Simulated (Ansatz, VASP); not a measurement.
## SbP in two plane-wave programs

Wanted: the spread between two codes on one cell, functional and k mesh. The cell is generated by rule, not measured, and may not be a known phase. The cell is taken from a series of runs on this material, whose earlier steps may have relaxed, scaled, displaced or heated it; both programs get it as it stands.

Main program and level: Ansatz 0.2.0; plane waves, with VASP 6.6.1 beside it; r2SCAN.

The structure was built from a prototype and need not be the compound's stable phase.

## (1) The structure

It takes space group Pnma (No. 62, orthorhombic). Conventional cell: a = 7.138 Å, b = 3.810 Å, c = 6.599 Å, α = 90.00°, β = 90.00°, γ = 90.00°. Nearest to Sb lie 6 P at 2.73 to 2.94 Å. Nearest to P lie 6 Sb at 2.73 to 2.94 Å. Farther neighbours are not listed.

## (2) VASP: single point, r2SCAN, pair 1

A single point takes one fixed geometry, so differences don't come from the geometry; what else differs is listed under the comparison.

Lines of VASP's logs that name or quote its potential files are left out, and so is its time.

Contents of INCAR:

```
SYSTEM = SbP
PREC = Accurate
ENCUT = 550
EDIFF = 1E-06
NELM = 120
ISMEAR = 1
SIGMA = 0.2
LREAL = .FALSE.
ALGO = Normal
METAGGA = R2SCAN
LASPH = .TRUE.
NBANDS = 28
LORBIT = 11
LWAVE = .FALSE.
LCHARG = .FALSE.
ISIF = 2
GGA_COMPAT = .FALSE.
LMIXTAU = .TRUE.
KPAR = 2
```

Contents of POSCAR:

```
SbP
1.0
    3.8101862182      0.0000029157      0.0000000000
   -0.0000050501      6.5994361162      0.0000000000
    0.0000000000      0.0000000000      7.1375046290
Sb P
4 4
Direct
    0.0000000000      0.9965368182      0.0027864542
    0.5000000000      0.5034631818      0.9972135458
    0.0000000000      0.0034631818      0.5027864542
    0.5000000000      0.4965368182      0.4972135458
    0.0000000000      0.3333333333      0.2696146983
    0.5000000000      0.8333333333      0.2303853017
    0.5000000000      0.1666666667      0.7303853017
    0.0000000000      0.6666666667      0.7696146983
```

Contents of KPOINTS:

```
Automatic mesh
0
Gamma
10 6 6
0 0 0
```

The projector-augmented-wave data sets are Sb and P (PBE family, release 64).

Started as:

```bash
$ mpirun -np 2 vasp_std
```

Numbers of over 12 decimals in the logs are rounded to 6 here.

The program printed:

```text
[banner, memory and clock lines left out]
running    2 mpi-ranks, on    1 nodes
 distrk:  each k-point on    1 cores,    2 groups
 distr:  one band on    1 cores,    1 groups

 POSCAR found type information on POSCAR SbP
 POSCAR found :  2 types and       8 ions
|                                                                             |
|               ----> ADVICE to this user running VASP <----                  |
|                                                                             |
|     You enforced a specific xc type in the INCAR file but a different       |
|     [... a line on the potential file left out ...]
|     I HOPE YOU KNOW WHAT YOU ARE DOING!                                     |
|                                                                             |

 LDA part: xc-table for (None), standard interpolation
 POSCAR, INCAR and KPOINTS ok, starting setup
 FFT: planning ... GRIDC
 FFT: planning ... GRID_SOFT
 FFT: planning ... GRID
 WAVECAR not read
 entering main loop
       N       E                     dE             d eps       ncg     rms          rms(c)
DAV:   1     0.104497766833E+03    0.10450E+03   -0.15794E+04  5376   0.127E+03
DAV:   2    -0.124716647959E+03   -0.22921E+03   -0.22268E+03  6544   0.207E+02
DAV:   3    -0.142807679031E+03   -0.18091E+02   -0.17653E+02  6740   0.606E+01
DAV:   4    -0.143243716040E+03   -0.43604E+00   -0.43163E+00  6856   0.955E+00
DAV:   5    -0.143251489027E+03   -0.77730E-02   -0.77620E-02  6848   0.136E+00    0.890E+00
DAV:   6    -0.138420782205E+03    0.48307E+01   -0.29074E+00  6116   0.686E+00    0.578E+00
DAV:   7    -0.136085470022E+03    0.23353E+01   -0.11430E+00  6216   0.498E+00    0.266E+00
DAV:   8    -0.136386104387E+03   -0.30063E+00   -0.41160E-01  5992   0.374E+00    0.656E-01
DAV:   9    -0.136394059839E+03   -0.79555E-02   -0.84660E-02  6048   0.181E+00    0.229E-01
DAV:  10    -0.136424907037E+03   -0.30847E-01   -0.56061E-02  5792   0.156E+00    0.113E-01
DAV:  11    -0.136422155182E+03    0.27519E-02   -0.34934E-03  6596   0.364E-01    0.539E-02
DAV:  12    -0.136427031442E+03   -0.48763E-02   -0.39914E-03  5784   0.432E-01    0.493E-02
DAV:  13    -0.136427186278E+03   -0.15484E-03   -0.31837E-04  6448   0.995E-02    0.324E-02
DAV:  14    -0.136426685244E+03    0.50103E-03   -0.64790E-04  5696   0.170E-01    0.133E-02
DAV:  15    -0.136427155894E+03   -0.47065E-03   -0.24348E-04  5732   0.102E-01    0.925E-03
DAV:  16    -0.136427170356E+03   -0.14462E-04   -0.98382E-06  6576   0.221E-02    0.602E-03
DAV:  17    -0.136427182089E+03   -0.11733E-04   -0.35412E-06  5252   0.138E-02    0.354E-03
DAV:  18    -0.136427182569E+03   -0.47986E-06   -0.46770E-07  3292   0.488E-03
   1 F= -.13642718E+03 E0= -.13642659E+03  d E =-.177489E-02
```

From OUTCAR (step 2):

```text
ion  position               nearest neighbor table
   1  0.000  0.997  0.003-   6 2.73   6 2.73   8 2.74   5 2.93   7 2.94   7 2.94   3 3.57   3 3.57
                             2 3.77   2 3.77
   2  0.500  0.503  0.997-   8 2.73   8 2.73   6 2.74   7 2.93   5 2.94   5 2.94   4 3.57   4 3.57
                             1 3.77   1 3.77
   3  0.000  0.003  0.503-   7 2.73   7 2.73   5 2.74   8 2.93   6 2.94   6 2.94   1 3.57   1 3.57
                             4 3.77   4 3.77
   4  0.500  0.497  0.497-   5 2.73   5 2.73   7 2.74   6 2.93   8 2.94   8 2.94   2 3.57   2 3.57
                             3 3.77   3 3.77
   5  0.000  0.333  0.270-   4 2.73   4 2.73   3 2.74   1 2.93   2 2.94   2 2.94
   6  0.500  0.833  0.230-   1 2.73   1 2.73   2 2.74   4 2.93   3 2.94   3 2.94
   7  0.500  0.167  0.730-   3 2.73   3 2.73   4 2.74   2 2.93   1 2.94   1 2.94
   8  0.000  0.667  0.770-   2 2.73   2 2.73   1 2.74   3 2.93   4 2.94   4 2.94

  LATTYP: Found a simple orthorhombic cell.
 ALAT       =     3.8101862182
 B/A-ratio  =     1.7320508076
 C/A-ratio  =     1.8732692368

 Subroutine GETGRP returns: Found  8 space group operations
 (whereof  2 operations were pure point group operations)

The static configuration has the point symmetry C_1h.
 The point group associated with its full space group is D_2h.

 Found     96 irreducible k-points:

   k-points           NKPTS =     96   k-points in BZ     NKDIM =     96   number of bands    NBANDS=     28

   dimension x,y,z NGX =    30 NGY =   50 NGZ =   56
   dimension x,y,z NGXF=    60 NGYF=  100 NGZF=  112

   ENCUT  =  550.0 eV  40.42 Ry    6.36 a.u.   7.29 12.62 13.65*2*pi/ulx,y,z

   NELECT =      40.0000    total number of electrons

 k-points in reciprocal lattice and weights: Automatic mesh
   0.00000000  0.00000000  0.00000000       0.003
   0.10000000  0.00000000  0.00000000       0.006
   0.20000000  0.00000000  0.00000000       0.006
   0.30000000  0.00000000  0.00000000       0.006
   0.40000000  0.00000000  0.00000000       0.006
   0.50000000  0.00000000  0.00000000       0.003
   0.00000000  0.16666667  0.00000000       0.006
   0.10000000  0.16666667  0.00000000       0.011
   0.20000000  0.16666667  0.00000000       0.011
[...]
0.40000000  0.50000000  0.50000000       0.006
   0.50000000  0.50000000  0.50000000       0.003

 average (electrostatic) potential at core
       1 -90.5716       2 -90.5716       3 -90.5716       4 -90.5716       5 -84.0277
       6 -84.0277       7 -84.0277       8 -84.0277

 E-fermi :   7.9690

 k-point     1 :       0.0000    0.0000    0.0000
  band No.  band energies     occupation
    ...
     16       6.5402      2.00000
     17       6.6952      2.00000
     18       6.8141      2.00000
     19       7.4709      2.00241
     20       7.7534      2.06287
     21       8.2958     -0.04301
     22       8.7688     -0.00000
     23       8.8922     -0.00000
     24       9.5238     -0.00000
     25       9.6502     -0.00000
    ...

 k-point     2 :       0.1000    0.0000    0.0000
  band No.  band energies     occupation
    ...
     15       5.9805      2.00000
     16       5.9825      2.00000
     17       6.6091      2.00000
     18       6.9359      2.00000
     19       8.0061      0.69227
     20       8.0616      0.30207
     21       8.4870     -0.00154
     22       8.9412     -0.00000
     23       9.0315     -0.00000
     24       9.3167     -0.00000
    ...

 k-point     3 :       0.2000    0.0000    0.0000
  band No.  band energies     occupation
    ...
     15       4.9382      2.00000
     16       5.8384      2.00000
     17       6.0213      2.00000
     18       6.6361      2.00000
     19       7.1026      2.00000
     20       8.5039     -0.00103
     21       9.0682     -0.00000
     22       9.1686     -0.00000
     23       9.3644     -0.00000
     24       9.9799     -0.00000
    ...

  Total        0.5172397      0.6057608      2.9819129     -0.0000001      0.0000000      0.0000000
  in kB        4.6174588      5.4076967     26.6198809     -0.0000006      0.0000000      0.0000000
  external PRESSURE =      12.2150121 kB  Pullay stress =       0.0000000 kB

  energy-cutoff  :      550.00
  volume of cell :      179.47
      direct lattice vectors                 reciprocal lattice vectors
     3.810186218  0.000002916  0.000000000     0.262454364  0.000000201  0.000000000
    -0.000005050  6.599436116  0.000000000    -0.000000116  0.151528098  0.000000000
     0.000000000  0.000000000  7.137504629     0.000000000  0.000000000  0.140104988

 POSITION                                       TOTAL-FORCE (eV/Angst)
 -----------------------------------------------------------------------------------
     -0.00001      6.57658      0.01989         0.000000     -0.237573      0.222968
      1.90509      3.32257      7.11762        -0.000000      0.237573     -0.222968
     -0.00000      0.02286      3.58864        -0.000000      0.237573      0.222968
      1.90509      3.27686      3.54886         0.000000     -0.237573     -0.222968
     -0.00000      2.19981      1.92438        -0.000000      0.056674      0.388212
      1.90509      5.49953      1.64438        -0.000000      0.056674     -0.388212
      1.90509      1.09991      5.21313         0.000000     -0.056674     -0.388212
     -0.00000      4.39962      5.49313         0.000000     -0.056674      0.388212
 -----------------------------------------------------------------------------------
    total drift:                                0.000000     -0.000000      0.000000

  FREE ENERGIE OF THE ION-ELECTRON SYSTEM (eV)
  ---------------------------------------------------
  free  energy   TOTEN  =      -136.4271825687 eV

  energy  without entropy=     -136.4254076766  energy(sigma->0) =     -136.42659094

 total charge
# of ion       s       p       d       tot
------------------------------------------
    1        1.234   1.020   0.065   2.319
    2        1.234   1.020   0.065   2.319
    3        1.234   1.020   0.065   2.319
    4        1.234   1.020   0.065   2.319
    5        1.088   1.349   0.000   2.438
    6        1.088   1.349   0.000   2.438
    7        1.088   1.349   0.000   2.438
    8        1.088   1.349   0.000   2.438
--------------------------------------------------
tot          9.291   9.476   0.258  19.025

[... 3 further parts left out ...]
```

The run ends at a pressure of 1.22 GPa, with forces up to 0.39 eV/Å.

## (3) Ansatz: single point, r2SCAN, pair 1

Ansatz runs on its default PAW (the set named soft_2) files.

The same cell, functional, mesh and smearing now go to Ansatz, which takes its cutoff from its data sets.

Contents of input.yaml:

```yaml
crystal:
  lattice:
    - [3.8101862182, 2.9157e-06, 0.0]
    - [-5.0501e-06, 6.5994361162, 0.0]
    - [0.0, 0.0, 7.137504629]
  atoms:
    - { symbol: Sb, position: [0.0, -0.0034631818, 0.0027864542] }
    - { symbol: Sb, position: [0.5, 0.5034631818, -0.0027864542] }
    - { symbol: Sb, position: [0.0, 0.0034631818, 0.5027864542] }
    - { symbol: Sb, position: [0.5, 0.4965368182, 0.4972135458] }
    - { symbol: P, position: [0.0, 0.3333333333, 0.2696146983] }
    - { symbol: P, position: [0.5, 0.8333333333, 0.2303853017] }
    - { symbol: P, position: [0.5, 0.1666666667, 0.7303853017] }
    - { symbol: P, position: [0.0, 0.6666666667, 0.7696146983] }
kpoints:
  mp_grid: { grid: [10, 6, 6] }
hamiltonian:
  xc: r2scan
scf:
  occupations: { method: methfessel_paxton, width: 0.2 }
output:
  forces: true
  stress: true
  eigenvalues: true
```

Started as:

```bash
$ ansatz run input.yaml --threads 4 --pin off --max-ram 7168MiB --backend cpu --events-out ev --progress --plain --runs-dir out
```

The program printed:

```text
Engine: ansatz 0.2.0, aarch64-unknown-linux-gnu
Pseudopotentials: kind: paw
Pseudopotential: Sb, paw, valence charge 15, recommended cutoff 500 eV (meta_gga), Sb.paw.azcp
Pseudopotential: P, paw, valence charge 5, recommended cutoff 500 eV (meta_gga), P.paw.azcp
Functional definition: r2SCAN
  parameter k0 = 0.174
  parameter k1 = 0.065
  parameter a1 = 4.9479
  exchange = r2scan_x(k0 = k0, k1 = k1, a1 = a1)
  correlation = r2scan_c
Crystal: 8 atoms, lattice volume = 179.473 Å³
Basis set: ecut = 500 eV, 4495 PW (Γ), exchange–correlation on 120×200×216 points (64 copies of the dense FFT grid, shifted against one another)
Bands: 48, of which v1, the nominal top of the filled ones, is band 40 counted from 1 (39 counted from 0)
Symmetry: 8 space group operations
Space group: Pnma (ITA 62), of the structure as read, at distance tolerance 5.6e-5 Å
k-points: 96 of 360
Non-local potential: Sb, projectors of the file, l = 0: 2, l = 1: 2, l = 2: 2, l = 3: 2
Non-local potential: P, projectors of the file, l = 0: 2, l = 1: 2, l = 2: 2
PAW form: soft (Blöchl's): semilocal exchange-correlation on the pseudo side does not see the compensation charge
PAW frozen core: Sb, regenerated for the run's functional (the file was generated under x = pbe(κ = 0.804, μ = 0.219515), c = pbe(β = 0.066725))
PAW frozen core: P, regenerated for the run's functional (the file was generated under x = pbe(κ = 0.804, μ = 0.219515), c = pbe(β = 0.066725))
PAW one-centre angular grid: Sb, 590 points (default); XC on 160 Gauss nodes
PAW one-centre angular grid: P, 302 points (default); XC on 160 Gauss nodes
Initial density: superposition of atomic densities (neutral atoms: chi_scale 0, normalization atom), corrected by the library's trained network
Initial wavefunctions: pseudopotential atomic-orbital guess
Functional: x = r2scan, c = r2scan; τ floored in thin density (d = 2e-4 eV/Å³)
SCF iter   1: F=—  HF=-29030.811022 eV  |F-HF|=—  |Δ(HF+E_count)|=         —  Δρ=5.13e-3  dr2=3.03e-2  dr2_τ=1.14e-2  ethr=1.77e-3  ⟨swp⟩=7.6  Hψ=19563  notcnv=0
preconditioner: auto → Kerker (q_TF=auto, 2.385 Å⁻¹)  [metal: Δε(μ)=0.010 eV  Ē_g=8.196 eV  σ=0.200 eV  W_gap=0.04  n_scr=38 (ndim 8)  ℏωp=17.5 eV  f_vac=0.000  D(μ)=2.85/eV (n_scr^D=10)]
SCF iter   2: F=—  HF=-29030.887571 eV  |F-HF|=—  |Δ(HF+E_count)|=   7.65e-2  S|Δr|=    0.00e0  Δρ=2.54e-3  dr2=6.96e-3  dr2_τ=3.02e-4  ethr=3.79e-5  ⟨swp⟩=2.5  Hψ=9314  notcnv=0  defer=2
SCF iter   3: F=—  HF=-29030.889764 eV  |F-HF|=—  |Δ(HF+E_count)|=   2.19e-3  S|Δr|=    0.00e0  Δρ=1.06e-3  dr2=1.40e-3  dr2_τ=3.83e-5  ethr=8.70e-6  ⟨swp⟩=2.4  Hψ=5717  notcnv=0  defer=2
SCF iter   4: F=—  HF=-29030.890167 eV  |F-HF|=—  |Δ(HF+E_count)|=   4.03e-4  S|Δr|=    0.00e0  Δρ=1.58e-4  dr2=4.78e-5  dr2_τ=2.40e-6  ethr=1.74e-6  ⟨swp⟩=3.0  Hψ=8306  notcnv=0  defer=2
SCF iter   5: F=—  HF=-29030.890196 eV  |F-HF|=—  |Δ(HF+E_count)|=   2.91e-5  S|Δr|=    0.00e0  Δρ=5.55e-5  dr2=7.94e-6  dr2_τ=7.95e-8  ethr=5.97e-8  ⟨swp⟩=2.2  Hψ=5788  notcnv=0  defer=2
SCF iter   6: F=—  HF=-29030.890196 eV  |F-HF|=—  |Δ(HF+E_count)|=   5.68e-7  S|Δr|=    0.00e0  Δρ=9.61e-6  dr2=2.19e-7  dr2_τ=3.95e-8  ethr=9.92e-9  ⟨swp⟩=2.0  Hψ=6216  notcnv=0  defer=2
SCF iter   7: F=-29030.890196 eV  HF=-29030.890196 eV  |F-HF|=2.95e-9  |Δ(HF+E_count)|=   4.71e-8  S|Δr|=    0.00e0  Δρ=3.21e-6  dr2=2.16e-8  dr2_τ=1.16e-9  ethr=1.25e-10  ⟨swp⟩=11.0  Hψ=21040  notcnv=0
SCF 1 converged in 7 iterations: F = -29030.890196 eV  dr2 = 2.16e-8
  greatest PAW one-centre occupation: 0.994 electrons in one spin orbital (limit 2), on the Sb atom at site 3 (counted from 0), in its partial waves of l = 2
SCF converged after 7 iterations
Stability not checked: this state was not tested for a lower state beside it, because cold or Methfessel-Paxton smearing, or corrected tetrahedra, fill the levels in a way that the test cannot read (fill_not_monotonic; see scf.lower_state_search)
Free energy (F): -29030.890196 eV
Harris-Foulkes:  -29030.890196 eV  (|F-HF|=2.95e-9)
Internal energy: -29030.888426 eV  (E = F + TS)
E sigma→0 (E₀):  -29030.889754 eV
Entropy (-TS):   -0.001770 eV (-0.221 meV/atom)
Fermi energy:    10.310313 eV
Step filling:    the computed levels leave a gap of 0.0186 eV = 0.1 smearing widths at the electron count; against every level under it full and every level over it empty, smearing changes F+E_penalty+E_count by -0.329 meV and its σ→0 estimate by +0.113 meV
--- Per-component energies (eV) ---
  E_band       = -638.403672
  E_kinetic    = 1101.060442
  E_local      = -6613.014573  (includes V_loc(G=0)·N_el)
  E_nonlocal   = 1584.229519
  E_hartree    = 2986.376890
  E_xc         = -741.507217
  E_vxc        = -669.709273  (∫ρ·V_xc dr)
  E_paw        = -20708.092387  (= ΣΔE_a)
  E_vpaw       = -2053.120981  (= ΣTr[D̂ρ^β])
  E_aug_tail   = -0.000000  (compensation charges beyond the density's cutoff)
  E_vtau       = 39.405622  (kinetic-family band-sum trace: ∫τ·v_τ [+ j·A + Jᵃ·Aᵃ] dr)
  E_ewald      = -6641.601879
  E_core_change = 1.660779  (= ΣΔE_core)
  E_smearing   = -0.001770  (= −TS)
  E_closure    = 0.000000  (closes the sum)
  Σ components = -29030.890196   (vs F -29030.890196, Δ=0.00e0)
--- Forces (eV/Å), atoms counted from 1 ---
  atom   1  Sb     0.00000020    -0.25525973     0.22902227
  atom   2  Sb    -0.00000020     0.25525973    -0.22902227
  atom   3  Sb    -0.00000020     0.25525973     0.22902227
  atom   4  Sb     0.00000020    -0.25525973    -0.22902227
  atom   5  P     -0.00000004     0.05825384     0.40712740
  atom   6  P     -0.00000004     0.05825384    -0.40712740
  atom   7  P      0.00000004    -0.05825384    -0.40712740
  atom   8  P      0.00000004    -0.05825384     0.40712740
  max |Σ_I F_I| component: 6.25e-17 eV/Å
--- Stress (GPa, compression-positive) ---
        0.540998      -0.000000       0.000000
       -0.000000       0.603702      -0.000000
        0.000000      -0.000000       2.799919
  P = ⅓ Tr σ = 1.3149 GPa (13.149 kbar)
--- Band table (eV; the first three rows and the last of 96) ---
  k-point 0: bands = [... 36 lower, 9.0386, 9.1575, 9.8116, 10.0954, 10.6309, 11.1128, 11.2289, 11.8641, ... 4 higher]
  k-point 1: bands = [... 36 lower, 8.7663, 9.1032, 9.5524, 10.8472, 10.9341, 11.0395, 11.1867, 11.9461, ... 4 higher]
  k-point 2: bands = [... 36 lower, 8.8726, 9.0050, 9.2285, 10.4319, 11.3963, 11.9458, 11.9799, 12.0921, ... 4 higher]
  k-point 95: bands = [... 36 lower, 7.2379, 7.2379, 7.2379, 7.2379, 11.9704, 11.9704, 11.9704, 11.9704, ... 4 higher]
```

The run ends at a pressure of 1.31 GPa, with forces up to 0.41 eV/Å.

## (4) Side by side

Known differences besides the potentials themselves: VASP keeps PBE cores, Ansatz makes them for the functional; the data sets hold 80 valence electrons in Ansatz (on its default PAW (the set named soft_2) files) and 40 in VASP; the cutoff is 500 eV in Ansatz and 550 eV in VASP. Total energies have different zeros and are not compared.

The two programs side by side:

```
      quantity  Ansatz  VASP  difference
pressure (GPa)    1.31  1.22       +0.09
```

Forces (eV/Å; atoms numbered as in POSCAR):

```
atom         Ansatz x, y, z           VASP x, y, z
 Sb1   0.000, -0.255, 0.229   0.000, -0.238, 0.223
 Sb2   0.000, 0.255, -0.229   0.000, 0.238, -0.223
 Sb3    0.000, 0.255, 0.229    0.000, 0.238, 0.223
 Sb4  0.000, -0.255, -0.229  0.000, -0.238, -0.223
  P5    0.000, 0.058, 0.407    0.000, 0.057, 0.388
  P6   0.000, 0.058, -0.407   0.000, 0.057, -0.388
  P7  0.000, -0.058, -0.407  0.000, -0.057, -0.388
  P8   0.000, -0.058, 0.407   0.000, -0.057, 0.388
```

The forces differ by 11 meV/Å r.m.s., which is 5.2 % of the r.m.s. force of 0.208 eV/Å (both taken over all components).

(Part 1 of 2 ends here.)

[Lines on the potential files, build, host, timing and source positions are cut from VASP's logs without a mark.]

[Logs are printed without paths, hosts, clocks, repeated set-up lines and the standing remarks that a program may print on its own settings, such as how far it seeks lower states.]

[Hosts, paths, dates, database ids (printed as entryN), source tags and the programs' standing remarks are cut or masked in the printed files.]
